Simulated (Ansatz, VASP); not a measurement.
## Cross-check of HfC between VASP and Ansatz

One calculation is typed for both programs; each brings its own data sets. How far apart do they land? The cell is taken from a series of runs on this material, whose earlier steps may have relaxed, scaled, displaced or heated it; both programs get it as it stands.

Main program and level: Ansatz 0.2.0; plane waves, with VASP 6.6.1 beside it; zone-centre phonons at PBEsol.

**1. Set-up**

The structure is orthorhombic, space group Immm (No. 71). Conventional cell: a = 3.193 Å, b = 3.277 Å, c = 4.620 Å, α = 90.00°, β = 90.00°, γ = 90.00°. C has 6 Hf at 2.29 to 2.31 Å nearest. Hf has 6 C at 2.29 to 2.31 Å nearest. Farther neighbours are not listed.

**2. VASP: zone-centre phonons, PBEsol**

Second derivatives magnify differences that forces hide, and they need a tight electronic threshold.

Lines of VASP's logs that name or quote its potential files are left out, and so is its time.

File INCAR:

```
SYSTEM = HfC
PREC = Accurate
ENCUT = 600
EDIFF = 1E-08
NELM = 120
ISMEAR = 1
SIGMA = 0.2
LREAL = .FALSE.
ALGO = Normal
GGA = PS
NBANDS = 13
LASPH = .TRUE.
LORBIT = 11
LWAVE = .FALSE.
LCHARG = .FALSE.
ISIF = 2
IBRION = 8
GGA_COMPAT = .FALSE.
KPAR = 2
```

File POSCAR:

```
HfC
1.0
   -0.0296751064      2.2871835755      2.3098974552
    2.2871835755     -0.0296751064      2.3098974552
    2.2575084691      2.2575084691      0.0000000000
C Hf
1 1
Direct
    0.0000000000      0.0000000000      0.0000000000
    0.5000000000      0.5000000000      0.5000000000
```

File KPOINTS:

```
Automatic mesh
0
Gamma
16 16 16
0 0 0
```

Potentials, in the order of the species: C and Hf_pv (PBE family, release 64).

The run is started by

```
$ mpirun -np 2 vasp_std
```

Numbers of over 12 decimals in the logs are rounded to 6 here.

The log of the run:

```text
[banner, memory and clock lines left out]
running    2 mpi-ranks, on    1 nodes
 distrk:  each k-point on    1 cores,    2 groups
 distr:  one band on    1 cores,    1 groups

 POSCAR found type information on POSCAR C Hf
 POSCAR found :  2 types and       2 ions
|                                                                             |
|               ----> ADVICE to this user running VASP <----                  |
|                                                                             |
|     You enforced a specific xc type in the INCAR file but a different       |
|     [... a line on the potential file left out ...]
|     I HOPE YOU KNOW WHAT YOU ARE DOING!                                     |
|                                                                             |

 LDA part: xc-table for (Slater+PW92), standard interpolation
 POSCAR, INCAR and KPOINTS ok, starting setup
 FFT: planning ... GRIDC
 FFT: planning ... GRID_SOFT
 FFT: planning ... GRID
 WAVECAR not read
 entering main loop
       N       E                     dE             d eps       ncg     rms          rms(c)
DAV:   1     0.245165763345E+02    0.24517E+02   -0.86098E+03 16202   0.119E+03
DAV:   2    -0.232992283860E+02   -0.47816E+02   -0.44755E+02 20296   0.220E+02
DAV:   3    -0.250418524590E+02   -0.17426E+01   -0.17322E+01 20148   0.299E+01
DAV:   4    -0.250513154960E+02   -0.94630E-02   -0.94612E-02 18195   0.261E+00
DAV:   5    -0.250513773399E+02   -0.61844E-04   -0.61842E-04 20156   0.196E-01    0.621E+01
DAV:   6    -0.222498176226E+02    0.28016E+01   -0.11980E+01 18646   0.186E+01    0.437E+01
DAV:   7    -0.221987754880E+02    0.51042E-01   -0.52360E-01 18536   0.525E+00    0.238E+01
DAV:   8    -0.221877543527E+02    0.11021E-01   -0.49856E-02 19756   0.181E+00    0.469E+00
DAV:   9    -0.221833537136E+02    0.44006E-02   -0.20742E-02 19226   0.794E-01    0.186E+00
DAV:  10    -0.221829484897E+02    0.40522E-03   -0.16301E-03 19530   0.298E-01    0.749E-02
DAV:  11    -0.221829450773E+02    0.34124E-05   -0.75964E-05 18886   0.812E-02    0.164E-02
DAV:  12    -0.221829444906E+02    0.58662E-06   -0.29382E-06 20459   0.142E-02    0.997E-03
DAV:  13    -0.221829443390E+02    0.15164E-06   -0.24404E-07 19796   0.352E-03    0.186E-03
DAV:  14    -0.221829443186E+02    0.20381E-07   -0.17844E-08 16392   0.110E-03    0.113E-03
DAV:  15    -0.221829443306E+02   -0.11970E-07   -0.38174E-09  9263   0.550E-04    0.110E-04
DAV:  16    -0.221829443324E+02   -0.18513E-08   -0.47652E-10  8568   0.204E-04
   1 F= -.22182944E+02 E0= -.22182801E+02  d E =-.429959E-03
 Linear response reoptimize wavefunctions to high precision
DAV:   1    -0.221829443306E+02    0.18501E-08   -0.28421E-11  9778   0.488E-05
DAV:   2    -0.221829443306E+02    0.12278E-10   -0.32079E-12  8418   0.160E-05
 Linear response DOF=           4
 Linear response progress:
  Degree of freedom:   1/  4
       N       E                     dE             d eps       ncg     rms          rms(c)
RMM:   1    -0.123603815555E+00   -0.12360E+00    0.25845E-02 63491   0.191E+00
RMM:   2    -0.119129977134E+00    0.44738E-02   -0.35835E-03 45832   0.360E-01    0.454E-01
RMM:   3    -0.119498617039E+00   -0.36864E-03   -0.68672E-04 42205   0.150E-01    0.239E-01
RMM:   4    -0.120452295892E+00   -0.95368E-03   -0.40671E-04 43102   0.113E-01    0.403E-02
RMM:   5    -0.120452249282E+00    0.46610E-07   -0.10883E-05 47657   0.244E-02    0.117E-02
RMM:   6    -0.120451969059E+00    0.28022E-06   -0.39293E-07 50856   0.426E-03    0.451E-03
RMM:   7    -0.120440599099E+00    0.11370E-04   -0.95586E-08 49028   0.215E-03    0.262E-03
RMM:   8    -0.120443695692E+00   -0.30966E-05   -0.99997E-09 51752   0.690E-04    0.390E-04
RMM:   9    -0.120443069954E+00    0.62574E-06    0.21338E-09 53721   0.130E-04    0.171E-04
RMM:  10    -0.120443063150E+00    0.68040E-08    0.43797E-09 55562   0.290E-05    0.357E-05
 first order change of Fermi-energy   0.11331E-02
 force on displaced ion       1 direction 1 :  -9.202   0.560   0.000
 Linear response progress:
  Degree of freedom:   2/  4
       N       E                     dE             d eps       ncg     rms          rms(c)
RMM:   1    -0.122127024442E+00   -0.12213E+00    0.33322E-02 35734   0.188E+00
RMM:   2    -0.118684519249E+00    0.34425E-02   -0.32020E-03 25886   0.346E-01    0.406E-01
RMM:   3    -0.119050895167E+00   -0.36638E-03   -0.62471E-04 23642   0.145E-01    0.212E-01
RMM:   4    -0.119980212718E+00   -0.92932E-03   -0.39308E-04 24176   0.111E-01    0.374E-02
RMM:   5    -0.119982408759E+00   -0.21960E-05   -0.10171E-05 26812   0.235E-02    0.111E-02
RMM:   6    -0.119981500868E+00    0.90789E-06   -0.37751E-07 28330   0.419E-03    0.434E-03
RMM:   7    -0.119971072692E+00    0.10428E-04   -0.84340E-08 27413   0.201E-03    0.257E-03
RMM:   8    -0.119973605418E+00   -0.25327E-05   -0.90782E-09 28924   0.656E-04    0.383E-04
RMM:   9    -0.119973234156E+00    0.37126E-06    0.12727E-09 29971   0.116E-04    0.168E-04
RMM:  10    -0.119973231594E+00    0.25625E-08    0.51303E-09 30792   0.261E-05    0.464E-05
 first order change of Fermi-energy   0.10530E-02
 force on displaced ion       1 direction 3 :  -0.000  -0.000  -8.063
 Linear response progress:
  Degree of freedom:   3/  4
       N       E                     dE             d eps       ncg     rms          rms(c)
RMM:   1    -0.214618623828E+00   -0.21462E+00    0.37835E+00 31562   0.120E+01
RMM:   2    -0.210401276549E+00    0.42173E-02   -0.31318E-02 44062   0.129E+00    0.544E-01
RMM:   3    -0.209650758142E+00    0.75052E-03   -0.95441E-04 55508   0.157E-01    0.232E-01
RMM:   4    -0.209123824399E+00    0.52693E-03   -0.82589E-05 59443   0.568E-02    0.139E-01
RMM:   5    -0.208678641949E+00    0.44518E-03   -0.30076E-05 59142   0.401E-02    0.138E-02
RMM:   6    -0.208672706328E+00    0.59356E-05   -0.25419E-06 60153   0.107E-02    0.676E-03
RMM:   7    -0.208680286959E+00   -0.75806E-05   -0.92659E-07 64368   0.241E-03    0.664E-03
RMM:   8    -0.208680383023E+00   -0.96064E-07   -0.26366E-06 63116   0.583E-04    0.211E-03
RMM:   9    -0.208680856936E+00   -0.47391E-06   -0.21427E-06 66561   0.277E-04    0.450E-05
RMM:  10    -0.208681181105E+00   -0.32417E-06   -0.14609E-06 64128   0.894E-05    0.182E-05
RMM:  11    -0.208681252799E+00   -0.71694E-07   -0.68378E-07 69166   0.337E-05    0.262E-05
RMM:  12    -0.208681259154E+00   -0.63558E-08   -0.34693E-07 62523   0.137E-05    0.255E-05
RMM:  13    -0.208681263958E+00   -0.48037E-08   -0.17879E-07 56389   0.681E-06    0.164E-05
RMM:  14    -0.208681266758E+00   -0.28002E-08   -0.98838E-08 45596   0.388E-06    0.709E-06
 first order change of Fermi-energy  -0.10048E-02
 force on displaced ion       2 direction 1 :  -9.199   0.561   0.000
 Linear response progress:
  Degree of freedom:   4/  4
       N       E                     dE             d eps       ncg     rms          rms(c)
RMM:   1    -0.215242810265E+00   -0.21524E+00    0.36961E+00 18116   0.119E+01
RMM:   2    -0.211480589794E+00    0.37622E-02   -0.30895E-02 24957   0.127E+00    0.506E-01
RMM:   3    -0.210774716992E+00    0.70587E-03   -0.93405E-04 30950   0.152E-01    0.207E-01
RMM:   4    -0.210280408642E+00    0.49431E-03   -0.73140E-05 33298   0.530E-02    0.129E-01
RMM:   5    -0.209835678531E+00    0.44473E-03   -0.27437E-05 32973   0.390E-02    0.127E-02
RMM:   6    -0.209827354076E+00    0.83245E-05   -0.36106E-06 33870   0.100E-02    0.559E-03
RMM:   7    -0.209836522784E+00   -0.91687E-05    0.11635E-07 35537   0.227E-03    0.578E-03
RMM:   8    -0.209836710636E+00   -0.18785E-06   -0.18913E-06 35036   0.545E-04    0.172E-03
RMM:   9    -0.209837071722E+00   -0.36109E-06   -0.14238E-06 36861   0.251E-04    0.471E-05
RMM:  10    -0.209837385201E+00   -0.31348E-06   -0.94666E-07 35696   0.828E-05    0.102E-05
RMM:  11    -0.209837444372E+00   -0.59171E-07   -0.45130E-07 38696   0.295E-05    0.311E-05
RMM:  12    -0.209837456342E+00   -0.11970E-07   -0.22071E-07 34329   0.114E-05    0.145E-05
RMM:  13    -0.209837461054E+00   -0.47120E-08   -0.11481E-07 30682   0.575E-06    0.105E-05
RMM:  14    -0.209837462077E+00   -0.10234E-08   -0.65134E-08 24368   0.324E-06    0.796E-06
 first order change of Fermi-energy  -0.77114E-03
 force on displaced ion       2 direction 3 :   0.000   0.000  -8.065
 Linear response finished
```

Parts of OUTCAR (step 2):

```text
ion  position               nearest neighbor table
   1  0.000  0.000  0.000-   2 2.29   2 2.29   2 2.29   2 2.29   2 2.31   2 2.31
   2  0.500  0.500  0.500-   1 2.29   1 2.29   1 2.29   1 2.29   1 2.31   1 2.31

  LATTYP: Found a body centered orthorhombic cell.
 ALAT       =     3.1925990942
 B/A-ratio  =     1.0262901396
 C/A-ratio  =     1.4470325820

 Subroutine GETGRP returns: Found  8 space group operations
 (whereof  8 operations were pure point group operations)

The static configuration has the point symmetry D_2h.

 Found    621 irreducible k-points:

   k-points           NKPTS =    621   k-points in BZ     NKDIM =    621   number of bands    NBANDS=     13

   dimension x,y,z NGX =    28 NGY =   28 NGZ =   28
   dimension x,y,z NGXF=    56 NGYF=   56 NGZF=   56

   ENCUT  =  600.0 eV  44.10 Ry    6.64 a.u.   6.49  6.49  6.38*2*pi/ulx,y,z

   NELECT =      14.0000    total number of electrons

 k-points in reciprocal lattice and weights: Automatic mesh
   0.00000000  0.00000000  0.00000000       0.000
   0.06250000 -0.00000000  0.00000000       0.001
   0.12500000 -0.00000000  0.00000000       0.001
   0.18750000 -0.00000000  0.00000000       0.001
   0.25000000 -0.00000000  0.00000000       0.001
   0.31250000  0.00000000  0.00000000       0.001
   0.37500000 -0.00000000  0.00000000       0.001
   0.43750000 -0.00000000  0.00000000       0.001
   0.50000000 -0.00000000  0.00000000       0.000
[...]
0.25000000  0.25000000  0.50000000       0.000
  -0.25000000  0.25000000  0.50000000       0.000

 average (electrostatic) potential at core
       1 -47.5437       2 -34.7510

  Total        0.6335374      0.6335374     -0.0609713      0.6824152      0.0000000      0.0000000
  in kB       42.0079259     42.0079259     -4.0428175     45.2488575      0.0000000      0.0000000
  external PRESSURE =      26.6576781 kB  Pullay stress =       0.0000000 kB

  energy-cutoff  :      600.00
  volume of cell :       24.16
      direct lattice vectors                 reciprocal lattice vectors
    -0.029675106  2.287183575  2.309897455    -0.215809451  0.215809451  0.216459825
     2.287183575 -0.029675106  2.309897455     0.215809451 -0.215809451  0.216459825
     2.257508469  2.257508469  0.000000000     0.221483112  0.221483112 -0.216459825

 POSITION                                       TOTAL-FORCE (eV/Angst)
 -----------------------------------------------------------------------------------
      0.00000      0.00000      0.00000         0.000000     -0.000000      0.000000
      2.25751      2.25751      2.30990        -0.000000      0.000000      0.000000
 -----------------------------------------------------------------------------------
    total drift:                                0.000000      0.000000      0.000000

 Eigenvectors and eigenvalues of the dynamical matrix
 ----------------------------------------------------

   1 f  =   14.560466 THz    91.486107 2PiTHz  485.684871 cm-1    60.217222 meV
             X         Y         Z           dx          dy          dz
      0.000000  0.000000  0.000000     0.684456   -0.684456   -0.000000
      2.257508  2.257508  2.309897    -0.177539    0.177539   -0.000000

   2 f  =   13.699019 THz    86.073478 2PiTHz  456.950103 cm-1    56.654567 meV
             X         Y         Z           dx          dy          dz
      0.000000  0.000000  0.000000     0.684461    0.684461    0.000000
      2.257508  2.257508  2.309897    -0.177518   -0.177518    0.000000

   3 f  =   13.233094 THz    83.145982 2PiTHz  441.408501 cm-1    54.727655 meV
             X         Y         Z           dx          dy          dz
      0.000000  0.000000  0.000000     0.000000    0.000000    0.967956
      2.257508  2.257508  2.309897     0.000000   -0.000000   -0.251119

   4 f/i=    0.000278 THz     0.001749 2PiTHz    0.009286 cm-1     0.001151 meV
             X         Y         Z           dx          dy          dz
      0.000000  0.000000  0.000000     0.177539   -0.177539    0.000000
      2.257508  2.257508  2.309897     0.684456   -0.684456    0.000000

   5 f/i=    0.000303 THz     0.001904 2PiTHz    0.010109 cm-1     0.001253 meV
             X         Y         Z           dx          dy          dz
      0.000000  0.000000  0.000000     0.000000   -0.000000   -0.251119
      2.257508  2.257508  2.309897     0.000000   -0.000000   -0.967956

   6 f/i=    0.000687 THz     0.004315 2PiTHz    0.022907 cm-1     0.002840 meV
             X         Y         Z           dx          dy          dz
      0.000000  0.000000  0.000000     0.177518    0.177518    0.000000
      2.257508  2.257508  2.309897     0.684461    0.684461    0.000000

 ELASTIC MODULI CONTR FROM IONIC RELAXATION (kBar)
 Direction    XX          YY          ZZ          XY          YZ          ZX
 --------------------------------------------------------------------------------
 XX           0.0000      0.0000      0.0000      0.0000      0.0000      0.0000
 YY           0.0000      0.0000      0.0000      0.0000      0.0000      0.0000
 ZZ           0.0000      0.0000      0.0000      0.0000      0.0000      0.0000
 XY           0.0000      0.0000      0.0000      0.0000      0.0000      0.0000
 YZ           0.0000      0.0000      0.0000      0.0000      0.0000      0.0000
 ZX           0.0000      0.0000      0.0000      0.0000      0.0000      0.0000
 --------------------------------------------------------------------------------
```

[end of part 1 of 2]

[Lines on the potential files, build, host, timing and source positions are cut from VASP's logs without a mark.]

[Logs are printed without paths, hosts, clocks, repeated set-up lines and the standing remarks that a program may print on its own settings, such as how far it seeks lower states.]

[Hosts, paths, dates, database ids (printed as entryN), source tags and the programs' standing remarks are cut or masked in the printed files.]
